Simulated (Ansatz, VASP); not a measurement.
**Cross-check of SiO2 (Stishovite) between VASP and Ansatz**

Aim: how closely do two programs agree when they are given the same cell, functional and k mesh? The cell is taken from a series of runs on this material, whose earlier steps may have relaxed, scaled, displaced or heated it; both programs get it as it stands. Other levels of theory on this material are compared in a session of their own.

Main program and level: Ansatz 0.2.0; plane waves, with VASP 6.6.1 beside it; single point at r2SCAN, single point at r2SCAN with rVV10 and single point at r2SCAN with D4.

### 1. The starting structure

It takes space group P4_2/mnm (No. 136, tetragonal). The conventional cell has a = 4.176 Å, b = 4.176 Å, c = 2.668 Å, α = 90.00°, β = 90.00°, γ = 90.00°. Si has 6 O at 1.76 to 1.81 Å nearest. O has 3 Si at 1.76 to 1.81 Å nearest. Farther neighbours and most contacts between anions are not listed.

### 2. Ansatz: single point, r2SCAN

Ansatz runs on its default PAW (the set named soft_2) files.

With cell and atoms fixed, the geometry can't cause a difference; cores, projectors, grids and the points listed under the comparison can.

Contents of input.yaml:

```yaml
crystal:
  lattice:
    - [4.1762460857, 0.0, 0.0]
    - [0.0, 4.1762460857, 0.0]
    - [0.0, 0.0, 2.6681228058]
  atoms:
    - { symbol: Si, position: [0.0, 0.0, 0.0] }
    - { symbol: Si, position: [0.5, 0.5, 0.5] }
    - { symbol: O, position: [0.3058061163, 0.3058061163, 0.0] }
    - { symbol: O, position: [0.1941938837, 0.8058061163, 0.5] }
    - { symbol: O, position: [0.6941938837, 0.6941938837, 0.0] }
    - { symbol: O, position: [0.8058061163, 0.1941938837, 0.5] }
kpoints:
  mp_grid: { grid: [6, 6, 10] }
hamiltonian:
  xc: r2scan
scf:
  occupations: { method: fixed }
  n_extra_bands: 6
  lower_state_search: "off"
  convergence: { dr2_threshold: 1.0e-09 }
output:
  eigenvalues: true
basis:
  ecutwfc: 650
```

Run with:

```
$ ansatz run input.yaml --threads 20 --pin off --max-ram 73728MiB --backend cpu --events-out ev --progress --plain --runs-dir out
```

Numbers of over 12 decimals in the logs are rounded to 6 here.

The program printed:

```text
scf.n_extra_bands = 6 over 16 filled bands (N_el = 32.0): the run solves 22 bands
Engine: ansatz 0.2.0, aarch64-unknown-linux-gnu
Pseudopotentials: kind: paw
Pseudopotential: Si, paw, valence charge 4, recommended cutoff 500 eV (meta_gga), Si.paw.azcp
Pseudopotential: O, paw, valence charge 6, recommended cutoff 500 eV (meta_gga), O.paw.azcp
Functional definition: r2SCAN
  parameter k0 = 0.174
  parameter k1 = 0.065
  parameter a1 = 4.9479
  exchange = r2scan_x(k0 = k0, k1 = k1, a1 = a1)
  correlation = r2scan_c
Crystal: 6 atoms, lattice volume = 46.535 Å³
Basis set: ecut = 650 eV, 1787 PW (Γ), exchange–correlation on 144×144×96 points (64 copies of the dense FFT grid, shifted against one another)
Bands: 22, of which v1, the nominal top of the filled ones, is band 16 counted from 1 (15 counted from 0)
Symmetry: 16 space group operations
Space group: P42/mnm (ITA 136), of the structure as read, at distance tolerance 3.6e-5 Å
k-points: 60 of 360
Non-local potential: Si, projectors of the file, l = 0: 2, l = 1: 2, l = 2: 2
Non-local potential: O, projectors of the file, l = 0: 2, l = 1: 2, l = 2: 1
PAW form: soft (Blöchl's): semilocal exchange-correlation on the pseudo side does not see the compensation charge
PAW frozen core: Si, regenerated for the run's functional (the file was generated under x = pbe(κ = 0.804, μ = 0.219515), c = pbe(β = 0.066725))
PAW frozen core: O, regenerated for the run's functional (the file was generated under x = pbe(κ = 0.804, μ = 0.219515), c = pbe(β = 0.066725))
PAW one-centre angular grid: Si, 302 points (default); XC on 160 Gauss nodes
PAW one-centre angular grid: O, 302 points (default); XC on 160 Gauss nodes
Initial density: superposition of atomic densities (neutral atoms: chi_scale 0, normalization atom), corrected by the library's trained network
Initial wavefunctions: pseudopotential atomic-orbital guess
Functional: x = r2scan, c = r2scan; τ floored in thin density (d = 2e-4 eV/Å³)
SCF iter   1: F=-3559.322668 eV  HF=-3559.050430 eV  |F-HF|=2.72e-1  |Δ(HF+E_count)|=         —  Δρ=1.21e-2  dr2=5.93e-2  dr2_τ=5.23e-1  ethr=1.77e-3  ⟨swp⟩=5.0  Hψ=6327  notcnv=0  defer=236
preconditioner: auto → none  [insulator: Δε(μ)=6.520 eV  Ē_g=20.251 eV  n_scr=10 (ndim 8)  ℏωp=30.8 eV  f_vac=0.000  ε∞_Penn≈3.3]
SCF iter   2: F=-3559.351669 eV  HF=-3559.351382 eV  |F-HF|=2.87e-4  |Δ(HF+E_count)|=   3.01e-1  Δρ=6.64e-3  dr2=7.46e-3  dr2_τ=1.45e-3  ethr=1.85e-4  ⟨swp⟩=3.0  Hψ=3243  notcnv=0  defer=240
SCF iter   3: F=-3559.352171 eV  HF=-3559.352172 eV  |F-HF|=1.32e-6  |Δ(HF+E_count)|=   7.90e-4  Δρ=1.91e-3  dr2=6.24e-4  dr2_τ=1.01e-4  ethr=2.33e-5  ⟨swp⟩=3.0  Hψ=2415  notcnv=0  defer=240
SCF iter   4: F=-3559.352211 eV  HF=-3559.352215 eV  |F-HF|=4.26e-6  |Δ(HF+E_count)|=   4.28e-5  Δρ=2.10e-4  dr2=1.12e-5  dr2_τ=1.32e-6  ethr=1.95e-6  ⟨swp⟩=2.4  Hψ=2384  notcnv=0  defer=240
SCF iter   5: F=-3559.352214 eV  HF=-3559.352215 eV  |F-HF|=7.25e-7  |Δ(HF+E_count)|=   2.67e-7  Δρ=7.81e-5  dr2=2.30e-6  dr2_τ=1.23e-7  ethr=3.49e-8  ⟨swp⟩=2.0  Hψ=2291  notcnv=0  defer=142
SCF iter   6: F=-3559.352214 eV  HF=-3559.352214 eV  |F-HF|=3.51e-8  |Δ(HF+E_count)|=   8.22e-7  Δρ=1.95e-5  dr2=1.32e-7  dr2_τ=4.06e-9  ethr=7.17e-9  ⟨swp⟩=2.5  Hψ=2231  notcnv=0  defer=111
SCF iter   7: F=-3559.352214 eV  HF=-3559.352214 eV  |F-HF|=1.56e-10  |Δ(HF+E_count)|=   1.52e-8  Δρ=1.57e-6  dr2=8.08e-10  dr2_τ=4.84e-11  ethr=3.13e-12  ⟨swp⟩=8.5  Hψ=6900  notcnv=0
SCF 1 converged in 7 iterations: F = -3559.352214 eV  dr2 = 8.08e-10
  greatest PAW one-centre occupation: 0.868 electrons in one spin orbital (limit 2), on the O atom at site 5 (counted from 0), in its partial waves of l = 0
SCF converged after 7 iterations
Free energy (F): -3559.352214 eV
Harris-Foulkes:  -3559.352214 eV  (|F-HF|=1.56e-10)
Internal energy: -3559.352214 eV  (E = F + TS)
E sigma→0 (E₀):  -3559.352214 eV
Fermi energy:    10.196867 eV
--- Per-component energies (eV) ---
  E_band       = 44.387441
  E_kinetic    = 821.250045
  E_local      = -1220.983764  (includes V_loc(G=0)·N_el)
  E_nonlocal   = 231.475871
  E_hartree    = 436.642762
  E_xc         = -404.323524
  E_vxc        = -534.071040  (∫ρ·V_xc dr)
  E_paw        = -1683.081858  (= ΣΔE_a)
  E_vpaw       = -158.474558  (= ΣTr[D̂ρ^β])
  E_aug_tail   = 0.001822  (compensation charges beyond the density's cutoff)
  E_vtau       = 31.904430  (kinetic-family band-sum trace: ∫τ·v_τ [+ j·A + Jᵃ·Aᵃ] dr)
  E_ewald      = -1740.052939
  E_core_change = -0.280630  (= ΣΔE_core)
  E_smearing   = -0.000000  (= −TS)
  E_closure    = 0.000000  (closes the sum)
  Σ components = -3559.352214   (vs F -3559.352214, Δ=0.00e0)
--- Band table (eV; the first three rows and the last of 60) ---
  k-point 0: bands = [... 12 lower, 7.6968, 9.3128, 9.3128, 10.1969, 16.7730, 17.8609, 19.7075, 19.7075, ... 2 higher]
  k-point 1: bands = [... 12 lower, 7.2070, 9.2130, 9.2130, 10.0718, 17.2760, 18.6030, 20.3164, 20.3164, ... 2 higher]
  k-point 2: bands = [... 12 lower, 6.2196, 8.8987, 8.8987, 9.6823, 18.2932, 20.3218, 21.3297, 21.7809, ... 2 higher]
  k-point 59: bands = [... 12 lower, 8.4232, 8.4232, 8.5818, 8.5818, 18.4219, 18.4219, 22.2769, 22.2769, ... 2 higher]
```

### 3. VASP: single point, r2SCAN

The same cell, functional and mesh now go to VASP, with its own data sets.

Lines of VASP's logs that name or quote its potential files are left out, and so is its time.

Contents of INCAR:

```
SYSTEM = SiO2
PREC = Accurate
ENCUT = 580
EDIFF = 1E-06
NELM = 120
ISMEAR = 0
SIGMA = 0.01
LREAL = .FALSE.
ALGO = Normal
METAGGA = R2SCAN
LASPH = .TRUE.
NBANDS = 22
LORBIT = 11
LWAVE = .FALSE.
LCHARG = .FALSE.
ISIF = 2
GGA_COMPAT = .FALSE.
EFERMI = MIDGAP
LMIXTAU = .TRUE.
KPAR = 2
```

Contents of POSCAR:

```
SiO2
1.0
    4.1762460857      0.0000000000      0.0000000000
    0.0000000000      4.1762460857      0.0000000000
    0.0000000000      0.0000000000      2.6681228058
Si O
2 4
Direct
    0.0000000000      0.0000000000      0.0000000000
    0.5000000000      0.5000000000      0.5000000000
    0.3058061163      0.3058061163      0.0000000000
    0.1941938837      0.8058061163      0.5000000000
    0.6941938837      0.6941938837      0.0000000000
    0.8058061163      0.1941938837      0.5000000000
```

Contents of KPOINTS:

```
Automatic mesh
0
Gamma
6 6 10
0 0 0
```

The projector-augmented-wave data sets are Si and O (PBE family, release 64).

Run with:

```
$ mpirun -np 2 vasp_std
```

The program printed:

```text
[banner, memory and clock lines left out]
running    2 mpi-ranks, on    1 nodes
 distrk:  each k-point on    1 cores,    2 groups
 distr:  one band on    1 cores,    1 groups

 POSCAR found type information on POSCAR SiO
 POSCAR found :  2 types and       6 ions
|                                                                             |
|               ----> ADVICE to this user running VASP <----                  |
|                                                                             |
|     You enforced a specific xc type in the INCAR file but a different       |
|     [... a line on the potential file left out ...]
|     I HOPE YOU KNOW WHAT YOU ARE DOING!                                     |
|                                                                             |

 LDA part: xc-table for (None), standard interpolation
 POSCAR, INCAR and KPOINTS ok, starting setup
 FFT: planning ... GRIDC
 FFT: planning ... GRID_SOFT
 FFT: planning ... GRID
 WAVECAR not read
 entering main loop
       N       E                     dE             d eps       ncg     rms          rms(c)
DAV:   1     0.147734992545E+03    0.14773E+03   -0.19933E+04  2648   0.158E+03
DAV:   2    -0.649605118980E+02   -0.21270E+03   -0.20383E+03  3416   0.329E+02
DAV:   3    -0.728164509911E+02   -0.78559E+01   -0.78232E+01  3348   0.628E+01
DAV:   4    -0.728714414339E+02   -0.54990E-01   -0.54964E-01  3240   0.605E+00
DAV:   5    -0.728719230459E+02   -0.48161E-03   -0.48157E-03  3264   0.548E-01    0.180E+01
DAV:   6    -0.598543528073E+02    0.13018E+02   -0.94368E+00  3162   0.198E+01    0.992E+00
DAV:   7    -0.585138045582E+02    0.13405E+01   -0.21503E+00  2808   0.134E+01    0.337E+00
DAV:   8    -0.615951151182E+02   -0.30813E+01   -0.10832E+00  2952   0.876E+00    0.192E+00
DAV:   9    -0.584520732828E+02    0.31430E+01   -0.84005E-01  2838   0.672E+00    0.680E-01
DAV:  10    -0.586533440393E+02   -0.20127E+00   -0.49529E-02  3234   0.221E+00    0.453E-01
DAV:  11    -0.587553995035E+02   -0.10206E+00   -0.22262E-02  2994   0.127E+00    0.174E-01
DAV:  12    -0.587975487670E+02   -0.42149E-01   -0.16638E-02  2868   0.148E+00    0.138E-01
DAV:  13    -0.587965516679E+02    0.99710E-03   -0.10413E-03  3102   0.308E-01    0.639E-02
DAV:  14    -0.587971898288E+02   -0.63816E-03   -0.81141E-04  3102   0.228E-01    0.289E-02
DAV:  15    -0.587972818233E+02   -0.91995E-04   -0.93808E-05  3120   0.994E-02    0.137E-02
DAV:  16    -0.587973101702E+02   -0.28347E-04   -0.15232E-05  2964   0.482E-02    0.100E-02
DAV:  17    -0.587973092555E+02    0.91470E-06   -0.32837E-06  3018   0.168E-02
   1 F= -.58797309E+02 E0= -.58797309E+02  d E =0.000000E+00
```

OUTCAR, selected parts (step 3):

```text
ion  position               nearest neighbor table
   1  0.000  0.000  0.000-   4 1.76   6 1.76   4 1.76   6 1.76   5 1.81   3 1.81
   2  0.500  0.500  0.500-   3 1.76   5 1.76   3 1.76   5 1.76   4 1.81   6 1.81
   3  0.306  0.306  0.000-   2 1.76   2 1.76   1 1.81
   4  0.194  0.806  0.500-   1 1.76   1 1.76   2 1.81
   5  0.694  0.694  0.000-   2 1.76   2 1.76   1 1.81
   6  0.806  0.194  0.500-   1 1.76   1 1.76   2 1.81

  LATTYP: Found a simple tetragonal cell.
 ALAT       =     4.1762460857
 C/A-ratio  =     0.6388806481

 Subroutine GETGRP returns: Found 16 space group operations
 (whereof  8 operations were pure point group operations)

The static configuration has the point symmetry D_2h.
 The point group associated with its full space group is D_4h.

 Found     60 irreducible k-points:

   k-points           NKPTS =     60   k-points in BZ     NKDIM =     60   number of bands    NBANDS=     22

   dimension x,y,z NGX =    36 NGY =   36 NGZ =   24
   dimension x,y,z NGXF=    72 NGYF=   72 NGZF=   48

   ENCUT  =  580.0 eV  42.63 Ry    6.53 a.u.   8.20  8.20  5.24*2*pi/ulx,y,z

   NELECT =      32.0000    total number of electrons

 k-points in reciprocal lattice and weights: Automatic mesh
   0.00000000  0.00000000  0.00000000       0.003
   0.16666667  0.00000000  0.00000000       0.011
   0.33333333  0.00000000  0.00000000       0.011
   0.50000000  0.00000000  0.00000000       0.006
   0.16666667  0.16666667  0.00000000       0.011
   0.33333333  0.16666667  0.00000000       0.022
   0.50000000  0.16666667  0.00000000       0.011
   0.33333333  0.33333333  0.00000000       0.011
   0.50000000  0.33333333  0.00000000       0.011
[...]
0.50000000  0.33333333  0.50000000       0.011
   0.50000000  0.50000000  0.50000000       0.003

 average (electrostatic) potential at core
       1 -84.2875       2 -84.2875       3 -70.4987       4 -70.4987       5 -70.4987
       6 -70.4987

 E-fermi :  11.1439

 k-point     1 :       0.0000    0.0000    0.0000
  band No.  band energies     occupation
    ...
     12       4.6570      2.00000
     13       5.3375      2.00000
     14       6.9680      2.00000
     15       6.9680      2.00000
     16       7.8559      2.00000
     17      14.4318      0.00000
     18      15.4907      0.00000
     19      17.3342      0.00000
     20      17.3342      0.00000
     21      19.9045      0.00000
    ...

 k-point     2 :       0.1667    0.0000    0.0000
  band No.  band energies     occupation
    ...
     12       4.7226      2.00000
     13       5.3696      2.00000
     14       6.3755      2.00000
     15       6.9173      2.00000
     16       7.6392      2.00000
     17      14.8750      0.00000
     18      15.7437      0.00000
     19      17.3839      0.00000
     20      17.4231      0.00000
     21      20.3778      0.00000
    ...

 k-point     3 :       0.3333    0.0000    0.0000
  band No.  band energies     occupation
    ...
     12       4.8993      2.00000
     13       5.0491      2.00000
     14       5.3121      2.00000
     15       6.8002      2.00000
     16       7.1227      2.00000
     17      15.8271      0.00000
     18      16.3716      0.00000
     19      17.6162      0.00000
     20      17.7593      0.00000
     21      20.3106      0.00000
    ...

  Total        0.3521461      0.3521461      0.4995909     -0.0000000      0.0000000      0.0000000
  in kB       12.1242676     12.1242676     17.2007407     -0.0000000      0.0000000      0.0000000
  external PRESSURE =      13.8164253 kB  Pullay stress =       0.0000000 kB

  energy-cutoff  :      580.00
  volume of cell :       46.53
      direct lattice vectors                 reciprocal lattice vectors
     4.176246086  0.000000000  0.000000000     0.239449491  0.000000000  0.000000000
     0.000000000  4.176246086  0.000000000     0.000000000  0.239449491  0.000000000
     0.000000000  0.000000000  2.668122806     0.000000000  0.000000000  0.374795342

 POSITION                                       TOTAL-FORCE (eV/Angst)
 -----------------------------------------------------------------------------------
      0.00000      0.00000      0.00000         0.000000     -0.000000      0.000000
      2.08812      2.08812      1.33406         0.000000     -0.000000      0.000000
      1.27712      1.27712      0.00000        -0.004655     -0.004655     -0.000000
      0.81100      3.36524      1.33406         0.004655     -0.004655     -0.000000
      2.89912      2.89912      0.00000         0.004655      0.004655      0.000000
      3.36524      0.81100      1.33406        -0.004655      0.004655      0.000000
 -----------------------------------------------------------------------------------
    total drift:                                0.000000     -0.000000      0.000000

  FREE ENERGIE OF THE ION-ELECTRON SYSTEM (eV)
  ---------------------------------------------------
  free  energy   TOTEN  =       -58.7973092555 eV

  energy  without entropy=      -58.7973092555  energy(sigma->0) =      -58.79730926

 total charge
# of ion       s       p       d       tot
------------------------------------------
    1        0.571   0.868   0.000   1.439
    2        0.571   0.868   0.000   1.439
    3        1.554   3.726   0.000   5.280
    4        1.554   3.726   0.000   5.280
    5        1.554   3.726   0.000   5.280
    6        1.554   3.726   0.000   5.280
--------------------------------------------------
tot          7.357  16.640   0.000  23.997

[... 3 further parts left out ...]
```

The run ends at a pressure of 1.38 GPa, with forces up to 0.0066 eV/Å.

### 4. Comparison

Known differences besides the potentials themselves: VASP keeps PBE cores, Ansatz makes them for the functional; fixed occupations in Ansatz, narrow Gaussian smearing in VASP; the cutoff is 650 eV in Ansatz and 580 eV in VASP. Total energies have different zeros and are not compared.

Both answers:

```
              quantity  Ansatz   VASP  difference
gap on the k mesh (eV)   6.576  6.576       0.000
```

A gap on the mesh is an upper bound, since the band edges may lie between its points.

### 5. VASP: single point, r2SCAN with rVV10

With cell and atoms fixed, the geometry can't cause a difference; cores, projectors, grids and the points listed under the comparison can.

Changes to INCAR since step 3:

```diff
@@ -10,2 +10,6 @@
 METAGGA = R2SCAN
+LUSE_VDW = .TRUE.
+IVDW_NL = 2
+BPARAM = 11.95
+CPARAM = 0.0093
 LASPH = .TRUE.
```

POSCAR is that of step 3.

KPOINTS is that of step 3.

Run with:

```
$ mpirun -np 2 vasp_std
```

The program printed:

```text
[banner, memory and clock lines left out]
running    2 mpi-ranks, on    1 nodes
[...]
|                                                                             |
|               ----> ADVICE to this user running VASP <----                  |
|                                                                             |
|     You have switched on vdW-DFT.                                           |
|     This routine was written and supplied by Jiri Klimes. We recommend      |
|     that you carefully read and cite the following publications:            |
|       J. Klimes, D.R. Bowler, A. Michelides                                 |
|          J. Phys.: Cond Matt. 22 022201 (2010)                              |
|       J. Klimes, D.R. Bowler, A. Michelides                                 |
|          Phys. Rev. B. 83, 195131 (2011)                                    |
|     and references therein.                                                 |
|                                                                             |

[...]
Total rVV10 correction in eV:      0.6725590    34.7471726
Total rVV10 correction in eV:      0.6725590    34.7471726
DAV:  15    -0.581234861938E+02   -0.71209E-04   -0.85703E-05  3132   0.963E-02    0.130E-02
Total rVV10 correction in eV:      0.6726163    34.7471726
Total rVV10 correction in eV:      0.6726163    34.7471726
DAV:  16    -0.581235152875E+02   -0.29094E-04   -0.13852E-05  2970   0.458E-02    0.981E-03
Total rVV10 correction in eV:      0.6726887    34.7471726
Total rVV10 correction in eV:      0.6726887    34.7471726
DAV:  17    -0.581235141114E+02    0.11761E-05   -0.28043E-06  2784   0.148E-02    0.494E-03
Total rVV10 correction in eV:      0.6726951    34.7471726
Total rVV10 correction in eV:      0.6726951    34.7471726
DAV:  18    -0.581235158285E+02   -0.17171E-05   -0.64512E-07  1938   0.872E-03    0.173E-03
Total rVV10 correction in eV:      0.6726949    34.7471726
Total rVV10 correction in eV:      0.6726949    34.7471726
DAV:  19    -0.581235158691E+02   -0.40564E-07   -0.99332E-08  1632   0.308E-03
Total rVV10 correction in eV:      0.6726992    34.7471726
Total rVV10 correction in eV:      0.6726992    34.7471726
Total rVV10 correction in eV:      0.6726964    34.7471726
Total rVV10 correction in eV:      0.6726964    34.7471726
   1 F= -.58123516E+02 E0= -.58123516E+02  d E =0.000000E+00
```

Parts of OUTCAR (step 5):

```text
  Total       -0.0588236     -0.0588236      0.2188128      0.0000000      0.0000000      0.0000000
  in kB       -2.0252761     -2.0252761      7.5336471      0.0000000      0.0000000      0.0000000
  external PRESSURE =       1.1610317 kB  Pullay stress =       0.0000000 kB

 POSITION                                       TOTAL-FORCE (eV/Angst)
 -----------------------------------------------------------------------------------
      0.00000      0.00000      0.00000         0.000000      0.000000      0.000000
      2.08812      2.08812      1.33406         0.000000      0.000000      0.000000
      1.27712      1.27712      0.00000        -0.018802     -0.018802      0.000000
      0.81100      3.36524      1.33406         0.018802     -0.018802      0.000000
      2.89912      2.89912      0.00000         0.018802      0.018802      0.000000
      3.36524      0.81100      1.33406        -0.018802      0.018802      0.000000
 -----------------------------------------------------------------------------------
    total drift:                                0.000000     -0.000000      0.000000

  FREE ENERGIE OF THE ION-ELECTRON SYSTEM (eV)
  ---------------------------------------------------
  free  energy   TOTEN  =       -58.1235158691 eV

  energy  without entropy=      -58.1235158691  energy(sigma->0) =      -58.12351587

[... 2 parts as in an earlier step ...]

[... 1 further part left out ...]
[key lines of the parts left out:]
E-fermi :  11.1304
```

The run ends at a pressure of 0.12 GPa, with forces up to 0.027 eV/Å.

(Continued in part 2 of 2.)

[Lines on the potential files, build, host, timing and source positions are cut from VASP's logs without a mark.]

[Logs are printed without paths, hosts, clocks, repeated set-up lines and the standing remarks that a program may print on its own settings, such as how far it seeks lower states.]

[Hosts, paths, dates, database ids (printed as entryN), source tags and the programs' standing remarks are cut or masked in the printed files.]
